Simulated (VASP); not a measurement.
# PmTe (P-6m2) in VASP: notebook, part 2 of 2

VASP 6.6.1.

## (3) Single point, LDA+U, collinear spin, antiferromagnetic start

This run uses another cell than the first one: it holds 4 atoms, not 2.

INCAR

```
ALGO     = Normal         # electronic algorithm
EDIFF    = 1E-6           # SCF threshold, eV
ENCUT    = 520            # plane-wave cutoff, eV
GGA      = CA             # functional
ISIF     = 2              # what is computed and relaxed
ISMEAR   = 0              # smearing method
ISPIN    = 2              # spin polarisation
LASPH    = T              # aspherical terms in the spheres
LCHARG   = T              # write CHGCAR
LDAU     = T              # DFT+U
LDAUJ    = 0 0          
LDAUL    = 3 -1           # shell
LDAUPRINT= 1            
LDAUTYPE = 2            
LDAUU    = 5 0            # U, eV
LELF     = T              # ELF
LMAXMIX  = 6              # l up to which the mixer works
LORBIT   = 11             # projections on sites
LREAL    = F              # projectors in reciprocal space
LVHAR    = T            
LWAVE    = F              # write WAVECAR
MAGMOM   = 4 -4 0 0       # initial moments
NBANDS   = 33             # bands
NELM     = 120            # most SCF steps
PREC     = Accurate       # precision mode
SIGMA    = 0.05           # smearing width, eV
```

KPOINTS

```
k-points
0
Gamma
  5 5 3
```

POSCAR

```
PmTe
1.0
    4.1812492200      0.0000000000      0.0000000000
   -2.0906246100      3.6210680400      0.0000000000
    0.0000000000      0.0000000000      8.1613841600
Pm Te
2 2
Direct
    0.0000000000      0.0000000000      0.0000000000
    0.0000000000      0.0000000000      0.5000000000
    0.6666666667      0.3333333333      0.2500000000
    0.6666666667      0.3333333333      0.7500000000
```

Potentials or basis: VASP PAW PBE potentials, release 64 (Pm, Te).

Run with:

```sh
> cat potpaw_PBE.64/Pm/POTCAR potpaw_PBE.64/Te/POTCAR > POTCAR
> mpirun -np 1 vasp_std > vasp.out
```

OUTCAR:

```text
EDIFF = 1E-6
   ENCUT = 520
   GGA = CA
   ISIF = 2
   ISMEAR = 0
   ISPIN = 2
   LASPH = T
   LORBIT = 11
   LREAL = F
   NELM = 120
   PREC = Accurate

 ion  position               nearest neighbor table
   1  0.000  0.000  0.000-   3 3.16   4 3.16   3 3.16   4 3.16   3 3.16   4 3.16
   2  0.000  0.000  0.500-   3 3.16   4 3.16   3 3.16   4 3.16   3 3.16   4 3.16
   3  0.667  0.333  0.250-   1 3.16   2 3.16   1 3.16   2 3.16   1 3.16   2 3.16
   4  0.667  0.333  0.750-   1 3.16   2 3.16   1 3.16   2 3.16   1 3.16   2 3.16

  LATTYP: Found a hexagonal cell.
 ALAT       =     4.1812492200
 C/A-ratio  =     1.9519009106

  Lattice vectors:

 A1 = (   4.1812492200,   0.0000000000,   0.0000000000)
 A2 = (  -2.0906246100,   3.6210680400,   0.0000000000)
 A3 = (   0.0000000000,   0.0000000000,   8.1613841600)

Analysis of symmetry for initial positions (statically):
=====================================================================
 Subroutine PRICEL returns following result:

  LATTYP: Found a hexagonal cell.
 ALAT       =     4.1812492200
 C/A-ratio  =     0.9759504553
[... 12 lines left out ...]
 Subroutine GETGRP returns: Found 12 space group operations
 (whereof 12 operations were pure point group operations)
 out of a pool of 24 trial point group operations.

The static configuration has the point symmetry D_3h.

Analysis of symmetry for dynamics (positions and initial velocities):
=====================================================================
 Subroutine PRICEL returns following result:

  LATTYP: Found a hexagonal cell.
 ALAT       =     4.1812492200
 C/A-ratio  =     0.9759504553
[... 12 lines left out ...]
 Subroutine GETGRP returns: Found 12 space group operations
 (whereof 12 operations were pure point group operations)
 out of a pool of 24 trial point group operations.

The dynamic configuration has the point symmetry D_3h.

Analysis of structural, dynamic, and magnetic symmetry:
=====================================================================
 Subroutine PRICEL returns following result:

  LATTYP: Found a hexagonal cell.
 ALAT       =     4.1812492200
 C/A-ratio  =     0.9759504553
[... 12 lines left out ...]
 Subroutine GETGRP returns: Found 12 space group operations
 (whereof 12 operations were pure point group operations)
 out of a pool of 24 trial point group operations.
[... 202 lines left out ...]
  o =  0.0014  v = -0.0000 -0.0000  0.0000 -0.0000 -1.0000  0.0000  0.0000  0.0000  0.0000  0.0000  0.0000  0.0000  0.0000  0.0000      0.0000  0.0000  0.0000  0.0000  0.0000  0.0000  0.0000  0.0000  0.0000  0.0000  0.0000  0.0000  0.0000  0.0000
  o =  0.0026  v = -0.0000 -1.0000  0.0000 -0.0000  0.0000  0.0002  0.0000  0.0000  0.0000  0.0000  0.0000  0.0000  0.0000  0.0000      0.0000  0.0000  0.0000  0.0000  0.0000  0.0000  0.0000  0.0000  0.0000  0.0000  0.0000  0.0000  0.0000  0.0000
  o =  0.0026  v = -0.0000  0.0002  0.0000 -0.0000 -0.0000  1.0000 -0.0000  0.0000  0.0000  0.0000  0.0000  0.0000  0.0000  0.0000      0.0000  0.0000  0.0000  0.0000  0.0000  0.0000  0.0000  0.0000  0.0000  0.0000  0.0000  0.0000  0.0000  0.0000
  o =  0.0040  v =  0.0000  0.0000  0.0000  0.0000  0.0000  0.0000  0.0000 -0.0000  0.1536  0.0000  0.0000 -0.0000  0.9881 -0.0000      0.0000  0.0000  0.0000  0.0000  0.0000  0.0000  0.0000  0.0000  0.0000  0.0000  0.0000  0.0000  0.0000  0.0000
  o =  0.0040  v =  0.0000  0.0000  0.0000  0.0000  0.0000  0.0000  0.0000  0.0000  0.9881  0.0000 -0.0000 -0.0000 -0.1536 -0.0000      0.0000  0.0000  0.0000  0.0000  0.0000  0.0000  0.0000  0.0000  0.0000  0.0000  0.0000  0.0000  0.0000  0.0000
  o =  0.9243  v =  0.0000  0.0000  0.0000  0.0000  0.0000  0.0000  0.0000 -0.0000 -0.0000  0.0000  1.0000  0.0000 -0.0000 -0.0000      0.0000  0.0000  0.0000  0.0000  0.0000  0.0000  0.0000  0.0000  0.0000  0.0000  0.0000  0.0000  0.0000  0.0000
  o =  0.9561  v =  0.0000  0.0000  0.0000  0.0000  0.0000  0.0000  0.0000  1.0000 -0.0000  0.0000  0.0000  0.0000  0.0000  0.0000      0.0000  0.0000  0.0000  0.0000  0.0000  0.0000  0.0000  0.0000  0.0000  0.0000  0.0000  0.0000  0.0000  0.0000
  o =  0.9588  v =  0.0000  0.0000  0.0000  0.0000  0.0000  0.0000  0.0000  0.0000 -0.0000 -1.0000  0.0000 -0.0000  0.0000  0.0000      0.0000  0.0000  0.0000  0.0000  0.0000  0.0000  0.0000  0.0000  0.0000  0.0000  0.0000  0.0000  0.0000  0.0000
  o =  0.9588  v =  0.0000  0.0000  0.0000  0.0000  0.0000  0.0000  0.0000 -0.0000  0.0000 -0.0000 -0.0000  1.0000  0.0000  0.0000      0.0000  0.0000  0.0000  0.0000  0.0000  0.0000  0.0000  0.0000  0.0000  0.0000  0.0000  0.0000  0.0000  0.0000
  o =  0.9624  v =  0.0000  0.0000  0.0000  0.0000  0.0000  0.0000  0.0000 -0.0000  0.0000  0.0000  0.0000 -0.0000  0.0000  1.0000      0.0000  0.0000  0.0000  0.0000  0.0000  0.0000  0.0000  0.0000  0.0000  0.0000  0.0000  0.0000  0.0000  0.0000

 number of electron      42.0000016 magnetization       0.0000000

 Free energy of the ion-electron system (eV)
  ---------------------------------------------------
  ext. energy  EPLUGINS =         0.00000000
  ---------------------------------------------------
  free energy    TOTEN  =       -26.71669247 eV

  energy without entropy =      -26.71346120  energy(sigma->0) =      -26.71507683

 E-fermi :   6.6898     XC(G=0):  -9.9846

 val. band max:        6.6583499160   @ k =   0.2000  -0.0000   0.0000
 cond. band min:       6.7213426969   @ k =   0.4000  -0.0000   0.0000
 fundamental gap:      0.0629927809
 Fermi energy:         6.6897685442

 spin component 1

 k-point     1 :       0.0000    0.0000    0.0000
  band No.  band energies     occupation
      1     -30.6227      1.00000
      2     -28.5988      1.00000
      3     -11.5965      1.00000
      4     -11.3570      1.00000
      5     -11.3570      1.00000
      6     -10.0914      1.00000
[... 349 lines left out ...]
     32      11.7586      0.00000
     33      12.1785      0.00000
 Fermi energy:         6.6897685442

 spin component 2

 k-point     1 :       0.0000    0.0000    0.0000
  band No.  band energies     occupation
      1     -30.6227      1.00000
      2     -28.5988      1.00000
      3     -11.5965      1.00000
      4     -11.3570      1.00000
      5     -11.3570      1.00000
      6     -10.0914      1.00000
[... 349 lines left out ...]
     32      11.7586      0.00000
     33      12.1806      0.00000

------------------------ aborting loop because EDIFF is reached ----------------------------------------

  FORCE on cell =-STRESS in cart. coord.  units (eV):
  Direction    XX          YY          ZZ          XY          YZ          ZX
  --------------------------------------------------------------------------------------
  -------------------------------------------------------------------------------------
  Total        3.8293554      3.8293554      2.4765928      0.0000000      0.0000000      0.0000000
  in kB       49.6511945     49.6511944     32.1113542      0.0000000      0.0000000      0.0000000
  external PRESSURE =      43.8045810 kB  Pullay stress =       0.0000000 kB

 VOLUME and BASIS-vectors are now :
 -----------------------------------------------------------------------------
  energy-cutoff  :      520.00
  volume of cell :      123.57
      direct lattice vectors                 reciprocal lattice vectors
     4.181249220  0.000000000  0.000000000     0.239162974  0.138080808  0.000000000
    -2.090624610  3.621068040  0.000000000     0.000000000  0.276161616  0.000000000
     0.000000000  0.000000000  8.161384160     0.000000000  0.000000000  0.122528235

 POSITION                                       TOTAL-FORCE (eV/Angst)
 -----------------------------------------------------------------------------------
      0.00000      0.00000      0.00000        -0.000000     -0.000000     -0.000000
      0.00000      0.00000      4.08069        -0.000000     -0.000000      0.000000
      2.09062      1.20702      2.04035         0.000000      0.000000     -0.000000
      2.09062      1.20702      6.12104         0.000000      0.000000     -0.000000
 -----------------------------------------------------------------------------------
    total drift:                               -0.000000      0.000000      0.000000

  FREE ENERGIE OF THE ION-ELECTRON SYSTEM (eV)
  ---------------------------------------------------
  free  energy   TOTEN  =       -26.7166924706 eV

  energy  without entropy=      -26.7134611982  energy(sigma->0) =      -26.71507683

 total charge

# of ion       s       p       d       f       tot
--------------------------------------------------
    1        2.000   5.520   0.336   4.767  12.623
    2        2.000   5.520   0.336   4.767  12.623
    3        1.352   2.177   0.017   0.000   3.545
    4        1.352   2.177   0.017   0.000   3.545
--------------------------------------------------
tot          6.703  15.393   0.706   9.534  32.336

 magnetization (x)

# of ion       s       p       d       f       tot
--------------------------------------------------
    1       -0.008   0.012   0.042   4.747   4.793
    2        0.008  -0.012  -0.042  -4.747  -4.793
    3        0.000   0.000   0.000   0.000   0.000
    4        0.000   0.000   0.000   0.000   0.000
--------------------------------------------------
tot          0.000   0.000   0.000   0.000   0.000
```

Run time: 78 s. Hardware: 1 thread of Intel Xeon 6975P-C (Granite Rapids), shared host; peak memory 0.26 GiB.

What came out:

```
Free energy                                           : -26.7167 eV
Pressure                                              : 4.4 GPa
Band gap on the k mesh                                : 0.06 eV
Net moment                                            : 0.00 μB per cell
Site moments                                          : Pm +4.79, -4.79; Te +0.00 μB
Valence electrons inside the program's atomic spheres : Pm 12.62; Te 3.54
```

Eigenvalues of the final occupation matrices:
```tsv
site	spin	trace	eigenvalues
site 1 f	1	4.77	0.00 0.00 0.92 0.96 0.96 0.96 0.96
site 1 f	2	0.01	0.00 0.00 0.00 0.00 0.00 0.00 0.00
site 2 f	1	0.01	0.00 0.00 0.00 0.00 0.00 0.00 0.00
site 2 f	2	4.77	0.00 0.00 0.92 0.96 0.96 0.96 0.96
```

Caveat: the magnetic or orbital state may not be the lowest; the PAW data sets were made with another functional, which shifts forces and pressure a little; spin-orbit coupling is left out, which moves the levels of the heavy elements; an odd mesh through Γ misses points on the zone boundary, where band edges often lie; the U is typed as a test and isn't derived for this compound.

## (4) Single point, LDA+U, collinear spin, zero start

INCAR

```
ALGO = Normal ; EDIFF = 1E-7
ENCUT = 520 ; GGA = CA
ISIF = 2 ; ISMEAR = 0
ISPIN = 2 ; LASPH = T
LCHARG = T ; LDAU = T
LDAUJ = 0 0 ; LDAUL = 3 -1
LDAUPRINT = 1 ; LDAUTYPE = 2
LDAUU = 5 0 ; LELF = T
LMAXMIX = 6 ; LORBIT = 11
LREAL = F ; LVHAR = T
LWAVE = F ; MAGMOM = 0 0
NBANDS = 22 ; NELM = 150
PREC = Accurate ; SIGMA = 0.05
```

KPOINTS

```
k-points
0
Gamma
  5 5 5
```

POSCAR

```
PmTe
1.0
    4.1812492200      0.0000000000      0.0000000000
   -2.0906246100      3.6210680400      0.0000000000
    0.0000000000      0.0000000000      4.0806920800
Pm Te
1 1
Direct
    0.0000000000      0.0000000000      0.0000000000
    0.6666666667      0.3333333333      0.5000000000
```

Run with:

```sh
> cat potpaw_PBE.64/Pm/POTCAR potpaw_PBE.64/Te/POTCAR > POTCAR
> mpirun -np 1 vasp_std > vasp.out
```

It took 26 s on 1 thread of Intel Xeon 6975P-C (Granite Rapids), shared host; peak memory 0.19 GiB.

It converged, with:

```yaml
Free_energy: -9.4167 eV
Pressure: -2.2 GPa
Band_gap_on_the_k_mesh: none (metal or under the smearing width)
Net_moment: -0.60 μB per cell
Site_moments: Pm -0.25; Te -0.00 μB
Valence_electrons_inside_the_program's_atomic_spheres: Pm 12.24; Te 3.50
```

Stress tensor (GPa, compression positive):
```
-2.20  0.00  0.00
 0.00 -2.20  0.00
 0.00  0.00 -2.34
```

Levels at points of the mesh, in eV from the Fermi level:
Spin up:
| k point | band 7 | band 8 | band 9 | band 10 | band 11 | band 12 | band 13 | band 14 |
| --- | --- | --- | --- | --- | --- | --- | --- | --- |
| (0.00, 0.00, 0.00) | -3.25 | -2.29 | -2.29 | -1.49 | -0.96 | 0.28 | 0.28 | 0.61 |
Spin down:
```tsv
k point	band 9	band 10	band 11	band 12	band 13	band 14
(0.00, 0.00, 0.00)	-2.39	-1.56	-1.22	0.12	0.12	0.32
```

Eigenvalues of the final occupation matrices:
```csv
site,spin,trace,eigenvalues
site 1 f,1,2.00,0.00 0.01 0.01 0.01 0.01 0.98 0.98
site 1 f,2,2.11,0.01 0.03 0.03 0.04 0.04 0.98 0.98
```

Caveat: the magnetic or orbital state may not be the lowest; the PAW data sets were made with another functional, which shifts forces and pressure a little; spin-orbit coupling is left out, which moves the levels of the heavy elements; the U is typed as a test and isn't derived for this compound.

## (5) Summary

| spin | k mesh | supercell matrix | gap on the mesh (eV) | pressure (GPa) | moment (μB) |
| --- | --- | --- | --- | --- | --- |
| collinear, ferromagnetic start | 5 × 5 × 5 | - | none | -0.4 | 4.79 |
| collinear, antiferromagnetic start | 5 × 5 × 3 | [1, 0, 0, 0, 1, 0, 0, 0, 2] | 0.06 | 4.4 | 0.00 |
| collinear, zero start | 5 × 5 × 5 | - | none | -2.2 | 0.60 |

Alike in all rows: task single point; level LDA+U; potentials or basis VASP PAW PBE potentials, release 64 (Pm, Te); Pm f U = 5 eV; cell as given; cutoff (eV) 520; smearing gaussian 0.05 eV.

On the cell as given the gap runs from zero (LDA+U) to 0.06 eV (LDA+U); the meshes differ, which moves gaps too.

Caveats: the magnetic or orbital state may not be the lowest; the PAW data sets were made with another functional, which shifts forces and pressure a little; spin-orbit coupling is left out, which moves the levels of the heavy elements; the U is typed as a test and isn't derived for this compound; an odd mesh through Γ misses points on the zone boundary, where band edges often lie (some runs).

Total energies depend on the potentials used, so only differences within one code and one set of settings carry meaning.
